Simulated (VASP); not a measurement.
TaTl, 2 atoms in the cell. Symmetry: Pm-3m, No. 221, cubic system. The conventional cell has a = 3.622 Å, b = 3.622 Å, c = 3.622 Å, α = 90.00°, β = 90.00°, γ = 90.00°. Ta (site symmetry m-3m) has 8 Tl at 3.14 Å as nearest neighbours. Tl (site symmetry m-3m) has 8 Ta at 3.14 Å as nearest neighbours. The cell was built by a generator and needn't be a form met in nature.

```yaml
Program: VASP 6.6.1
Task: optical spectrum
Functional: SCAN
Potentials_or_basis: VASP PAW PBE potentials, release 64 (Ta_pv, Tl_d)
Cutoff: 520 eV
k_mesh: 7 × 7 × 7
Occupations: gaussian, width 0.05 eV
Spin: no spin polarisation
Further_INCAR_settings: ALGO = Normal; EDIFF = 1e-06; NBANDS = 44
```

Potentials or basis: VASP PAW PBE potentials, release 64 (Ta_pv, Tl_d).

Command:

```console
$ ase convert -i cif -o vasp TaTl.cif POSCAR
$ cat potpaw_PBE.64/Ta_pv/POTCAR potpaw_PBE.64/Tl_d/POTCAR > POTCAR
$ mpirun -np 1 vasp_std > vasp.out
```

Hardware: 1 thread of Intel(R) Xeon(R) 6975P-C (Granite Rapids) (shared host).

How long does it take, and how much memory?

Wall time 100 s on 1 thread of Intel(R) Xeon(R) 6975P-C (Granite Rapids) (shared host), peak memory 0.21 GiB. Counts: scf iterations 24, k points 20.
